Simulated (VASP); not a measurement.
Given:

```yaml
crystal:
  lattice:
    - [3.56099, 0.00000, 0.00000]
    - [-1.78050, 3.08391, 0.00000]
    - [0.00000, 0.00000, 5.74933]
  atoms:
    - { symbol: Tl, position: [0.33333, 0.66667, 0.25000] }
    - { symbol: Tl, position: [0.66667, 0.33333, 0.75000] }
```

The numbers are results of PBE GGA, VASP's PBE PAW potentials (set 64) (plane waves; VASP), not measurements. Settings: 300 eV cut-off, 7×7×4 Γ-centred mesh, Gaussian smearing of 0.27 eV, potentials Tl_d.

Unless said otherwise, spin-orbit coupling is left out, though it shifts the bands of the heavy elements here.

### Question
Estimate the energy per atom (σ→0), band gap (on the k-mesh) with the smallest direct gap where there is one.

### Answer

The band gap (on the k-mesh) is none (metal, semimetal or under 0.01 eV) and the energy per atom (σ→0) is -2.198 eV/atom.

Only differences to runs with the same potentials and settings are physical.

The structure comes from a computed database's Tl entry; how it stands against other phases isn't given here. The cell was not relaxed at this level.
